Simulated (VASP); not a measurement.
Here is the system:

```yaml
crystal:
  lattice:
    - [4.27129, 0.00000, 0.00000]
    - [0.00000, 4.27129, 0.00000]
    - [0.00000, 0.00000, 4.27129]
  atoms:
    - { symbol: Cu, position: [0.75000, 0.25000, 0.75000] }
    - { symbol: Cu, position: [0.25000, 0.75000, 0.75000] }
    - { symbol: Cu, position: [0.75000, 0.75000, 0.25000] }
    - { symbol: Cu, position: [0.25000, 0.25000, 0.25000] }
    - { symbol: O, position: [0.00000, 0.00000, 0.00000] }
    - { symbol: O, position: [0.50000, 0.50000, 0.50000] }
```

Computed with optB86b-vdW, VASP's PBE PAW potentials (set 64) (plane waves; VASP). Numerical set-up: 520 eV cut-off, 6×6×6 Γ-centred mesh, tetrahedra with Blöchl corrections, potentials Cu O.

The cores are frozen, which limits the accuracy of field gradients.

Task: Give the principal components of the electric field gradient (V/Å²) and the asymmetry η at each nucleus.

Result: 
| atom | Vxx | Vyy | Vzz | η |
|---|---|---|---|---|
| Cu1 | 33.0 | 33.0 | -66.0 | 0.00 |
| Cu2 | 33.0 | 33.0 | -66.0 | 0.00 |
| Cu3 | 33.0 | 33.0 | -66.0 | 0.00 |
| Cu4 | 33.0 | 33.0 | -66.0 | 0.00 |
| O5 | 0.0 | 0.0 | 0.0 | - |
| O6 | 0.0 | 0.0 | 0.0 | - |

The compound is Cu2O in the cuprite structure. It was relaxed first.
